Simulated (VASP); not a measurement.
Crystal: InSb2As3.

```
In Sb As
1.0
     8.10659    0.02433   -0.12679
    -2.01612    3.64612    0.02013
    -0.15274   -0.03217    9.90791
In Sb As
2 4 6
Cartesian
  0.0331 0.0268 4.9754
  1.9552 3.6298 4.9400
  1.9716 1.2054 8.2768
  5.9599 1.1927 8.0621
  -0.0636 2.3981 1.6374
  4.0689 2.3288 1.5323
  6.0732 3.6097 -0.0736
  4.1021 0.0697 -0.0009
  -0.0974 2.4279 6.6682
  3.9895 2.3987 6.4766
  1.9889 1.2112 3.2719
  6.0127 1.1752 3.2858
```

The cell was built by a generator and needn't be a form met in nature.

| Item | Value |
| --- | --- |
| Program | VASP 6.6.1 |
| Task | relaxation of cell and atoms |
| Functional | PBE |
| Potentials or basis | VASP PAW PBE potentials, release 64 (In_d, Sb, As) |
| Cutoff | 520 eV |
| k mesh | 6 × 6 × 3 |
| Occupations | gaussian, width 0.15 eV |
| Spin | no spin polarisation |

At the start: pressure 0.9 GPa; volume 24.44 Å³/atom.

Question: Where does the relaxation end?

Answer: Over 23 steps the energy falls by 19.8 meV/atom and the volume is 24.68 Å³/atom (+1.0 %); space group P2_1/m (No. 11, to 0.05 Å).

Step by step:
```tsv
step	energy change (eV)	largest force (eV/Å)	pressure (GPa)	volume (Å³)
1	0.0000	0.8277	0.89	293.27
2	-0.1451	0.5004	-0.54	299.02
3	-0.1531	0.4007	-0.95	300.90
4	-0.2023	0.1760	-0.10	296.04
5	-0.2034	0.1884	0.56	293.56
6	-0.2049	0.1686	0.40	294.37
7	-0.2226	0.1261	0.13	295.63
8	-0.2237	0.1145	0.07	296.04
9	-0.2276	0.0861	-0.14	296.78
10	-0.2287	0.0620	-0.24	297.23
11	-0.2315	0.0525	0.06	296.12
12	-0.2318	0.0532	0.07	295.83
13	-0.2320	0.0536	0.21	295.24
14	-0.2336	0.0541	0.25	295.32
15	-0.2340	0.0661	0.19	295.35
16	-0.2341	0.0815	0.21	295.42
17	-0.2353	0.0656	-0.17	296.74
18	-0.2352	0.0913	-0.08	296.50
19	-0.2352	0.0669	-0.08	296.57
20	-0.2362	0.0485	-0.07	296.47
21	-0.2368	0.0377	-0.02	296.24
22	-0.2368	0.0389	-0.01	296.27
23	-0.2373	0.0293	0.02	296.14
```

Final structure:
```
In Sb As
1.0
     8.21989   -0.02074   -0.03256
    -2.06536    3.57180    0.00169
    -0.03774   -0.01348   10.10145
In Sb As
2 4 6
Direct
  0.00416 0.99654 0.50173
  0.49976 0.99457 0.49921
  0.33785 0.32961 0.83395
  0.83463 0.32941 0.83185
  0.16629 0.66101 0.16840
  0.67022 0.66241 0.17051
  0.99921 0.99482 0.00074
  0.50093 0.99611 0.00264
  0.16673 0.66276 0.66995
  0.66547 0.66191 0.66803
  0.33351 0.32933 0.33278
  0.83528 0.33010 0.33587
```
